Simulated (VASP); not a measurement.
# Si2Os2Rh (P1) in VASP: notebook

One crystal, Si2Os2Rh, is run at these levels: PBE; tasks: single point, molecular dynamics.

Everything below comes from runs of VASP 6.6.1. Logs are shortened: lines on timing, memory, paths and dates and some standing lists are left out, and cuts for length are marked.

## (1) Starting point

The typed cell holds 5 atoms: a = 3.871 Å, b = 3.912 Å, c = 5.409 Å, α = 67.97°, β = 69.56°, γ = 89.78°.

The cell was built by a generator and needn't be a form met in nature.

## (2) Single point, PBE

INCAR

```
SYSTEM = Si2Os2Rh
  ALGO = Normal
  EDIFF = 1E-7
  ENCUT = 520
  GGA = PE
  ISIF = 2
  ISMEAR = 1
  LASPH = .TRUE.
  LCHARG = .FALSE.
  LREAL = .FALSE.
  LWAVE = .FALSE.
  NBANDS = 28
  NELM = 100
  PREC = Accurate
  SIGMA = 0.15
```

KPOINTS

```
k-points
0
G
  4 4 3
  0 0 0
```

POSCAR

```
Si2Os2Rh
1.0
    0.0074160000      3.8712050000      0.0226760000
    3.9122100000      0.0074160000     -0.0274820000
    1.9924560000      1.9123760000     -4.6505420000
Rh Si Os
1 2 2
Direct
    0.9760745092      0.9905191321      0.0356367105
    0.2939361882      0.3462461449      0.2662405286
    0.6244668120      0.6569425492      0.7775683596
    0.6951665400      0.2238233379      0.5426798604
    0.2059030378      0.7522732347      0.4829030862
```

Potentials or basis: VASP PAW PBE potentials, release 64 (Rh_pv, Si, Os).

Launch:

```console
$ cat potpaw_PBE.64/Rh_pv/POTCAR potpaw_PBE.64/Si/POTCAR potpaw_PBE.64/Os/POTCAR > POTCAR
$ mpirun -np 1 vasp_std > vasp.out
```

OUTCAR:

```text
SYSTEM = Si2Os2Rh
   EDIFF = 1E-7
   ENCUT = 520
   GGA = PE
   ISIF = 2
   ISMEAR = 1
   LASPH = .TRUE.
   LREAL = .FALSE.
   NELM = 100
   PREC = Accurate

 ion  position               nearest neighbor table
   1  0.976  0.991  0.036-   5 2.71   2 2.72   2 2.85   3 2.87   4 2.95   3 2.97   5 2.98   3 3.03
                             4 3.05   4 3.05   2 3.07   4 3.08   3 3.15   5 3.18   2 3.21   5 3.29
   2  0.294  0.346  0.266-   5 2.14   4 2.21   5 2.26   3 2.31   4 2.44   1 2.72   1 2.85   1 3.07
                             1 3.21
   3  0.624  0.657  0.778-   4 2.06   5 2.19   2 2.31   4 2.43   5 2.58   1 2.87   1 2.97   1 3.03
                             1 3.15
   4  0.695  0.224  0.543-   3 2.06   2 2.21   3 2.43   2 2.44   5 2.71   5 2.72   5 2.80   5 2.83
                             1 2.95   1 3.05   1 3.05   1 3.08
   5  0.206  0.752  0.483-   2 2.14   3 2.19   2 2.26   3 2.58   1 2.71   4 2.71   4 2.72   4 2.80
                             4 2.83   1 2.98   1 3.18   1 3.29

  LATTYP: Found a triclinic cell.
 ALAT       =     5.4002746773
 B/A-ratio  =     0.7168669646
 C/A-ratio  =     0.7244656591
 COS(alpha) =     0.0037699672
 COS(beta)  =     0.3515028974
 COS(gamma) =     0.3698167108

  Lattice vectors:

 A1 = (  -1.9271700000,  -1.9662450000,  -4.6457360000)
 A2 = (  -0.0074160000,  -3.8712050000,  -0.0226760000)
 A3 = (  -3.9122100000,  -0.0074160000,   0.0274820000)

Analysis of symmetry for initial positions (statically):
=====================================================================
 Subroutine PRICEL returns:
 Original cell was already a primitive cell.

 Routine SETGRP: Setting up the symmetry group for a
 triclinic supercell.

 Subroutine GETGRP returns: Found  1 space group operations
 (whereof  1 operations were pure point group operations)
 out of a pool of  2 trial point group operations.

The static configuration has the point symmetry C_1 .

Analysis of symmetry for dynamics (positions and initial velocities):
=====================================================================
 Subroutine PRICEL returns:
 Original cell was already a primitive cell.

 Routine SETGRP: Setting up the symmetry group for a
 triclinic supercell.

 Subroutine GETGRP returns: Found  1 space group operations
 (whereof  1 operations were pure point group operations)
 out of a pool of  2 trial point group operations.

The dynamic configuration has the point symmetry C_1 .

 Subroutine INISYM returns: Found  1 space group operations
 (whereof  1 operations are pure point group operations),
 and found     1 'primitive' translations

----------------------------------------------------------------------------------------

                                     Primitive cell

  volume of cell :      70.3898

  direct lattice vectors                    reciprocal lattice vectors
     0.007416000  3.871205000  0.022676000     0.000256678  0.257695643  0.106078470
     3.912210000  0.007416000 -0.027482000     0.256380484 -0.001131831  0.109377003
     1.992456000  1.912376000 -4.650542000    -0.001513808  0.001263210 -0.215157817

  length of vectors
     3.871278516  3.912313554  5.408752515     0.278674994  0.278739237  0.215166850

  position of ions in fractional coordinates (direct lattice)
     0.976074509  0.990519132  0.035636711
     0.293936188  0.346246145  0.266240529
     0.624466812  0.656942549  0.777568360
     0.695166540  0.223823338  0.542679860
     0.205903038  0.752273235  0.482903086

  ion indices of the primitive-cell ions
   primitive index   ion index
                 1           1
                 2           2
                 3           3
                 4           4
                 5           5

----------------------------------------------------------------------------------------

 KPOINTS: k-points

Automatic generation of k-mesh.
 Grid dimensions read from file:
 generate k-points for:    4    4    3

 Generating k-lattice:

  Cartesian coordinates                     Fractional coordinates (reciprocal lattice)
     0.000064169  0.064423911  0.026519618     0.250000000  0.000000000  0.000000000
     0.064095121 -0.000282958  0.027344251     0.000000000  0.250000000 -0.000000000
    -0.000504603  0.000421070 -0.071719272     0.000000000  0.000000000  0.333333333

  Length of vectors
     0.069668748  0.069684809  0.071722283

  Shift w.r.t. Gamma in fractional coordinates (k-lattice)
     0.000000000  0.000000000  0.000000000

 Subroutine IBZKPT returns following result:
 ===========================================

 Found     26 irreducible k-points:

 Following reciprocal coordinates:
            Coordinates               Weight
  0.000000  0.000000  0.000000      1.000000
  0.250000 -0.000000  0.000000      2.000000
  0.500000 -0.000000  0.000000      1.000000
  0.000000  0.250000  0.000000      2.000000
  0.250000  0.250000  0.000000      2.000000
  0.500000  0.250000  0.000000      2.000000
[... 16 lines left out ...]
  0.000000 -0.250000  0.333333      2.000000
  0.250000 -0.250000  0.333333      2.000000
 [... further k-points ...]
   k-points           NKPTS =     26   k-points in BZ     NKDIM =     26   number of bands    NBANDS=     28
   number of dos      NEDOS =    301   number of ions     NIONS =      5
   total plane-waves  NPLWV =  36000
   dimension x,y,z NGX =    30 NGY =   30 NGZ =   40
   dimension x,y,z NGXF=    60 NGYF=   60 NGZF=   80
   ions per type =               1   2   2
   NGX,Y,Z   is equivalent  to a cutoff of  12.88, 12.75, 12.29 a.u.
   NGXF,Y,Z  is equivalent  to a cutoff of  25.77, 25.50, 24.59 a.u.
 SYSTEM =  Si2Os2Rh
   PREC   = accura    normal or accurate (medium, high low for compatibility)
   ISTART =      0    job   : 0-new  1-cont  2-samecut
   ICHARG =      2    charge: 1-file 2-atom 10-const
   ISPIN  =      1    spin polarized calculation?
   LNONCOLLINEAR =      F non collinear calculations
   LSORBIT =      F    spin-orbit coupling
   LASPH  =      T    aspherical Exc in radial PAW
   ENCUT  =  520.0 eV  38.22 Ry    6.18 a.u.   7.20  7.27 10.06*2*pi/ulx,y,z
   NELM   =    100;   NELMIN=  2; NELMDL= -5     # of ELM steps
   EDIFF  = 0.1E-06   stopping-criterion for ELM
   LREAL  =      F    real-space projection
   EDIFFG = 0.1E-05   stopping-criterion for IOM
   NSW    =      0    number of steps for IOM
   IBRION =     -1    ionic relax: 0-MD 1-quasi-New 2-CG
   NFREE  =      0    steps in history (QN), initial steepest desc. (CG)
   ISIF   =      2    stress and relaxation
   ISYM   =      2    0-nonsym 1-usesym 2-fastsym
   POTIM  = 0.5000    time-step for ionic-motion
   TEBEG  =    0.0;   TEEND  =   0.0 temperature during run
   PSTRESS=    0.0 pullay stress
   NELECT =      39.0000    total number of electrons
   NUPDOWN=      -1.0000    fix difference up-down
   EMIN   =  10.00;   EMAX   =-10.00  energy-range for DOS
   EFERMI =   0.00;   METHOD = LEGACY
   ISMEAR =     1;   SIGMA  =   0.15  broadening in eV -4-tet -1-fermi 0-gaus
   EFERMI_NEDOS =   21; number of points for ismear=-14 and -15
   IALGO  =     38    algorithm
   IMIX   =      4    mixing-type and parameters
     AMIX     =   0.40;   BMIX     =  1.00
     AMIX_MAG =   1.60;   BMIX_MAG =  1.00
  volume/ion in A,a.u.               =      14.08        95.00
  Fermi-wavevector in a.u.,A,eV,Ry     =   1.344600  2.540926 24.598648  1.807950
  Thomas-Fermi vector in A             =   2.472581
   LORBIT       =      0    0 simple, 1 ext, 2 COOP (PROOUT), +10 PAW based schemes
   GGA     = PE    functional components
   LHFCALC =     F    Hartree Fock is set to
   AEXX    =    0.0000 exact exchange contribution
   IVDW    =     0    specifies the selected vdW correction
   LEPSILON=     F    determine dielectric tensor
   LRPA    =     F    only Hartree local field effects (RPA)
 non-spin polarized calculation
 Methfessel and Paxton  Order N= 1 SIGMA  =   0.15
  energy-cutoff  :      520.00
  volume of cell :       70.39
 maximum number of plane-waves:      1904
 NGX is ok and might be reduce to    30
   NGX = 15   NGY = 15   NGZ = 21

 number of electron      39.0000002 magnetization

 Free energy of the ion-electron system (eV)
  ---------------------------------------------------
  ext. energy  EPLUGINS =         0.00000000
  ---------------------------------------------------
  free energy    TOTEN  =       -38.06248906 eV

  energy without entropy =      -38.06102760  energy(sigma->0) =      -38.06200190

 E-fermi :   9.3492     XC(G=0): -12.7131

 val. band max:        9.3447891107   @ k =   0.2500   0.2500   0.3333
 cond. band min:       9.3556930655   @ k =  -0.2500   0.2500   0.3333
 fundamental gap:      0.0109039548
 Fermi energy:         9.3492062266

 k-point     1 :       0.0000    0.0000    0.0000
  band No.  band energies     occupation
      1     -36.6934      2.00000
      2     -36.5004      2.00000
      3     -36.4394      2.00000
      4      -2.6228      2.00000
      5       0.8986      2.00000
      6       2.3610      2.00000
[... 20 lines left out ...]
     27      16.3753      0.00000
     28      16.5394      0.00000

 k-point     2 :       0.2500   -0.0000    0.0000
  band No.  band energies     occupation
      1     -36.6944      2.00000
      2     -36.5020      2.00000
      3     -36.4392      2.00000
      4      -1.8897      2.00000
      5       0.8633      2.00000
      6       3.0804      2.00000
[... 20 lines left out ...]
     27      16.7208      0.00000
     28      17.2302      0.00000

 k-point     3 :       0.5000   -0.0000    0.0000
  band No.  band energies     occupation
      1     -36.6954      2.00000
      2     -36.5035      2.00000
      3     -36.4390      2.00000
      4      -0.5888      2.00000
      5       0.2834      2.00000
      6       3.5421      2.00000
[... 20 lines left out ...]
     27      17.2903      0.00000
     28      17.5205      0.00000

 k-point     4 :       0.0000    0.2500    0.0000
  band No.  band energies     occupation
      1     -36.6934      2.00000
      2     -36.5004      2.00000
      3     -36.4417      2.00000
      4      -1.8127      2.00000
      5       1.0307      2.00000
      6       2.8985      2.00000
[... 20 lines left out ...]
     27      17.0080      0.00000
     28      17.4396      0.00000

 k-point     5 :       0.2500    0.2500    0.0000
  band No.  band energies     occupation
      1     -36.6943      2.00000
      2     -36.5019      2.00000
      3     -36.4415      2.00000
      4      -1.0160      2.00000
      5       0.6642      2.00000
      6       3.4629      2.00000
[... 20 lines left out ...]
     27      16.7095      0.00000
     28      17.3138      0.00000

 k-point     6 :       0.5000    0.2500    0.0000
  band No.  band energies     occupation
      1     -36.6953      2.00000
      2     -36.5034      2.00000
      3     -36.4412      2.00000
      4      -0.3696      2.00000
      5       0.9017      2.00000
      6       2.9759      2.00000
[... 463 lines left out ...]
      5       1.7079      2.00000
      6       2.5852      2.00000
[... 20 lines left out ...]
     27      15.5358      0.00000
     28      17.0815      0.00000

 k-point    22 :      -0.2500    0.5000    0.3333
  band No.  band energies     occupation
      1     -36.6943      2.00000
      2     -36.5019      2.00000
      3     -36.4436      2.00000
      4      -0.3902      2.00000
      5       1.5811      2.00000
      6       2.7356      2.00000
[... 20 lines left out ...]
     27      16.1952      0.00000
     28      17.3110      0.00000

 k-point    23 :       0.0000   -0.2500    0.3333
  band No.  band energies     occupation
      1     -36.6937      2.00000
      2     -36.5005      2.00000
      3     -36.4416      2.00000
      4      -0.7216      2.00000
      5      -0.3588      2.00000
      6       2.9549      2.00000
[... 20 lines left out ...]
     27      17.1798      0.00000
     28      17.4122      0.00000

 k-point    24 :       0.2500   -0.2500    0.3333
  band No.  band energies     occupation
      1     -36.6946      2.00000
      2     -36.5018      2.00000
      3     -36.4414      2.00000
      4      -0.8306      2.00000
      5       0.5488      2.00000
      6       3.4070      2.00000
[... 20 lines left out ...]
     27      16.5141      0.00000
     28      16.9188      0.00000

 [... further k-points ...]

------------------------ aborting loop because EDIFF is reached ----------------------------------------

  FORCE on cell =-STRESS in cart. coord.  units (eV):
  Direction    XX          YY          ZZ          XY          YZ          ZX
  --------------------------------------------------------------------------------------
  -------------------------------------------------------------------------------------
  Total       20.2446124     11.9187122     11.7325105     -1.4046662      5.9118950      8.1919228
  in kB      460.7978301    271.2878174    267.0495862    -31.9723146    134.5636235    186.4604848
  external PRESSURE =     333.0450779 kB  Pullay stress =       0.0000000 kB

 VOLUME and BASIS-vectors are now :
 -----------------------------------------------------------------------------
  energy-cutoff  :      520.00
  volume of cell :       70.39
      direct lattice vectors                 reciprocal lattice vectors
     0.007416000  3.871205000  0.022676000     0.000256678  0.257695643  0.106078470
     3.912210000  0.007416000 -0.027482000     0.256380484 -0.001131831  0.109377003
     1.992456000  1.912376000 -4.650542000    -0.001513808  0.001263210 -0.215157817

 POSITION                                       TOTAL-FORCE (eV/Angst)
 -----------------------------------------------------------------------------------
      3.95336      3.85408     -0.17082         0.280390     -0.472252      0.602214
      1.88724      1.64961     -1.24101         1.941636      1.717070      4.244953
      4.12400      3.90931     -3.62001        -4.973930     -2.027249     -4.819664
      1.96206      3.73060     -2.51414         5.198897     -3.194347      1.523259
      3.90674      1.72616     -2.26177        -2.446994      3.976777     -1.550763
 -----------------------------------------------------------------------------------
    total drift:                                0.000241      0.000048     -0.000045

  FREE ENERGIE OF THE ION-ELECTRON SYSTEM (eV)
  ---------------------------------------------------
  free  energy   TOTEN  =       -38.0624890564 eV

  energy  without entropy=      -38.0610276015  energy(sigma->0) =      -38.06200190
```

Wall time 60 s (1 thread of Intel Xeon Platinum 8488C (Sapphire Rapids), shared host); peak memory 0.21 GiB.

Results:

```yaml
Free_energy: -38.0625 eV
Pressure: 33.3 GPa
Largest_force: 7.217 eV/Å
Band_gap_on_the_k_mesh: none (metal or under the smearing width)
```

Forces on the atoms (eV/Å):
```
Rh   0.280 -0.472  0.602
Si   1.942  1.717  4.245
Si  -4.974 -2.027 -4.820
Os   5.199 -3.194  1.523
Os  -2.447  3.977 -1.551
```

Levels at points of the mesh, in eV from the Fermi level:
```csv
k point,band 18,band 19,band 20,band 21,band 22,band 23
"(0.00, 0.00, 0.00)",-0.75,0.31,0.71,2.76,3.02,3.67
"(0.50, 0.00, 0.00)",-1.08,-0.57,-0.35,0.13,3.11,3.40
"(0.00, 0.50, 0.00)",-1.10,-0.98,-0.10,0.29,1.94,3.21
"(0.50, 0.50, 0.00)",-0.77,-0.34,-0.08,0.15,0.45,3.04
```

Caveat: the k mesh is coarse (spacing up to 0.45 Å⁻¹), so the values aren't converged; a pressure of tens of GPa on the cell as given is suspect, and the run, the potentials or the cell itself is likely at fault; forces of over 1 eV/Å show positions far from the minimum, so gaps and moduli don't describe the material at rest.

(Part 1 of 3 ends here.)
